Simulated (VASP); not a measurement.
Here is the system:

```xyz
4
Lattice="4.0021 0.0000 0.0000 0.0000 4.0021 0.0000 0.0000 0.0000 4.0021" Properties=species:S:1:pos:R:3 pbc="T T T"
Sc     0.0000     0.0000     0.0000
Al     0.0000     2.0010     2.0010
Al     2.0010     0.0000     2.0010
Al     2.0010     2.0010     0.0000
```

Method: MS2 meta-GGA, VASP's PBE PAW potentials (set 64) (plane waves; VASP). Numerical set-up: 520 eV cut-off, 8×8×8 Γ-centred mesh, first-order Methfessel-Paxton smearing of 0.10 eV, potentials Sc_sv Al.

Task: Give the stress tensor in GPa (positive for a compressed cell).

Result: 
```
6.55  0.00  0.00
0.00  6.55  0.00
0.00  0.00  6.55
```
The pressure is its mean diagonal, 6.55 GPa.

The compound is Al3Sc in the L1_2 structure. This cell is one point of a volume scan, at 0.94 of the reference volume.
